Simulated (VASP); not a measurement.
Computed with PBE GGA, VASP's PBE PAW potentials (set 64) (plane waves; VASP).

VASP ran on this input.

### INCAR
```
SYSTEM = Pt
PREC = Accurate; ENCUT = 480; LREAL = .FALSE.
LASPH = .TRUE.
EDIFF = 1E-7; NELM = 100; ALGO = Normal
LMAXMIX = 6
ISMEAR = 1; SIGMA = 0.1
GGA = PE
IBRION = 2; NSW = 40; ISIF = 3
EDIFFG = -0.01; PSTRESS = 100
LWAVE = .FALSE.; LCHARG = .FALSE.
```

**KPOINTS**
```
Regular mesh
0
G
  14 14 14
0 0 0
```

POSCAR:
```
Pt
1
    0.0000000000     1.9829815258     1.9829815258
    1.9829815258     0.0000000000     1.9829815258
    1.9829815258     1.9829815258     0.0000000000
Pt
1
Direct
  0.0000000000   0.0000000000   0.0000000000
```

POTCAR, in this order: Pt (PBE.64 set). Program: vasp_std.

Output

OSZICAR:
```
       N       E                     dE             d eps       ncg     rms          rms(c)
DAV:   1     0.347581511219E+02    0.34758E+02   -0.52867E+03  1992   0.964E+02
DAV:   2    -0.606545193689E+01   -0.40824E+02   -0.39189E+02  1988   0.179E+02
DAV:   3    -0.648382633644E+01   -0.41837E+00   -0.41392E+00  2176   0.185E+01
DAV:   4    -0.648520568344E+01   -0.13793E-02   -0.13794E-02  2196   0.113E+00
DAV:   5    -0.648521452100E+01   -0.88376E-05   -0.88380E-05  2107   0.821E-02    0.117E+01
DAV:   6    -0.614434889671E+01    0.34087E+00   -0.93444E-01  1917   0.872E+00    0.617E+00
DAV:   7    -0.610836970916E+01    0.35979E-01   -0.14515E-01  1997   0.334E+00    0.247E+00
DAV:   8    -0.610514228424E+01    0.32274E-02   -0.41472E-03  2041   0.626E-01    0.458E-01
DAV:   9    -0.610502084836E+01    0.12144E-03   -0.49219E-05  1969   0.733E-02    0.179E-02
DAV:  10    -0.610502568266E+01   -0.48343E-05   -0.20961E-06  2195   0.146E-02    0.271E-03
DAV:  11    -0.610502574656E+01   -0.63901E-07   -0.55431E-08  1495   0.226E-03
   1 F= -.51316614E+01 E0= -.51317834E+01  d E =-.513166E+01
       N       E                     dE             d eps       ncg     rms          rms(c)
DAV:   1    -0.741224409738E+01   -0.13072E+01   -0.39165E+01  1914   0.678E+01    0.129E+01
DAV:   2    -0.594578874630E+01    0.14665E+01   -0.34477E+00  1902   0.175E+01    0.303E+00
DAV:   3    -0.580266516614E+01    0.14312E+00   -0.65266E-01  1943   0.707E+00    0.109E+00
DAV:   4    -0.580600154352E+01   -0.33364E-02   -0.59624E-03  2457   0.775E-01    0.665E-01
DAV:   5    -0.580923138524E+01   -0.32298E-02   -0.56683E-03  2146   0.507E-01    0.272E-02
DAV:   6    -0.580932537271E+01   -0.93987E-04   -0.81828E-05  2499   0.782E-02    0.193E-02
DAV:   7    -0.580933169374E+01   -0.63210E-05   -0.43075E-06  2116   0.158E-02    0.231E-03
DAV:   8    -0.580933192377E+01   -0.23003E-06   -0.80268E-08  1834   0.257E-03    0.119E-03
DAV:   9    -0.580933206543E+01   -0.14166E-06   -0.83327E-09   961   0.667E-04    0.922E-05
DAV:  10    -0.580933206331E+01    0.21172E-08   -0.28193E-10   949   0.163E-04
   2 F= -.49657179E+01 E0= -.49657626E+01  d E =0.165944E+00
       N       E                     dE             d eps       ncg     rms          rms(c)
DAV:   1    -0.703225848651E+01   -0.12229E+01   -0.23017E+01  1904   0.518E+01    0.622E+00
DAV:   2    -0.614141546005E+01    0.89084E+00   -0.27145E+00  1875   0.145E+01    0.406E+00
DAV:   3    -0.608724653376E+01    0.54169E-01   -0.25223E-01  1966   0.419E+00    0.227E+00
DAV:   4    -0.608929385946E+01   -0.20473E-02   -0.68791E-03  2120   0.601E-01    0.562E-01
DAV:   5    -0.608974013008E+01   -0.44627E-03   -0.54318E-04  2365   0.141E-01    0.654E-02
DAV:   6    -0.608978401426E+01   -0.43884E-04   -0.19890E-05  2158   0.300E-02    0.423E-03
DAV:   7    -0.608978373920E+01    0.27506E-06   -0.25783E-07  2352   0.474E-03    0.175E-03
DAV:   8    -0.608978381880E+01   -0.79594E-07   -0.14643E-08   958   0.856E-04
   3 F= -.51493168E+01 E0= -.51494281E+01  d E =-.176554E-01
       N       E                     dE             d eps       ncg     rms          rms(c)
DAV:   1    -0.608878111030E+01    0.10026E-02   -0.30436E-03  1907   0.592E-01    0.792E-02
DAV:   2    -0.608866052008E+01    0.12059E-03   -0.34942E-04  1880   0.167E-01    0.319E-02
DAV:   3    -0.608865384889E+01    0.66712E-05   -0.39367E-05  1953   0.522E-02    0.168E-02
DAV:   4    -0.608865532546E+01   -0.14766E-05   -0.13663E-06  2091   0.932E-03    0.559E-04
DAV:   5    -0.608865536411E+01   -0.38648E-07   -0.17372E-08  1016   0.126E-03
   4 F= -.51493488E+01 E0= -.51494596E+01  d E =-.176874E-01
```

File OUTCAR:
```
------------------------ aborting loop because EDIFF is reached ----------------------------------------
  FORCE on cell =-STRESS in cart. coord.  units (eV):
  Direction    XX          YY          ZZ          XY          YZ          ZX
  --------------------------------------------------------------------------------------
  Total        0.9320621      0.9320621      0.9320621      0.0000000      0.0000000      0.0000000
  in kB       99.2287424     99.2287424     99.2287424      0.0000000      0.0000000      0.0000000
  external PRESSURE =      -0.7712576 kB  Pullay stress =     100.0000000 kB
  volume of cell :       15.05
      direct lattice vectors                 reciprocal lattice vectors
    -0.000000000  1.959578394  1.959578394    -0.255156926  0.255156926  0.255156926
     1.959578394  0.000000000  1.959578394     0.255156926 -0.255156926  0.255156926
     1.959578394  1.959578394 -0.000000000     0.255156926  0.255156926 -0.255156926
 POSITION                                       TOTAL-FORCE (eV/Angst)
 -----------------------------------------------------------------------------------
      3.91916      1.95958      1.95958         0.000000      0.000000      0.000000
 -----------------------------------------------------------------------------------
    total drift:                               -0.000000     -0.000000     -0.000000
  FREE ENERGIE OF THE ION-ELECTRON SYSTEM (eV)
  ---------------------------------------------------
  free  energy   TOTEN  =        -6.0886553641 eV

  energy  without entropy=       -6.0889877628  energy(sigma->0) =       -6.08876616
  enthalpy is  TOTEN    =        -5.1493488364 eV   P V=        0.9393065277

 reached required accuracy - stopping structural energy minimisation
```
(Selected blocks of OUTCAR.)

CONTCAR:
```
Pt
   1.00000000000000
    -0.0000000000000000    1.9595783942677993    1.9595783942677993
     1.9595783942677993    0.0000000000000000    1.9595783942677993
     1.9595783942677993    1.9595783942677993   -0.0000000000000000
  Pt
     1
Direct
     0.0000000000000000    1.0000000000000000    1.0000000000000000
```

Energy and stress use the plane-wave basis of the starting cell.

The compound is Pt in the fcc structure. This run relaxes it under an external pressure of 10 GPa. Symmetry was kept, so distortions that lower it aren't found.
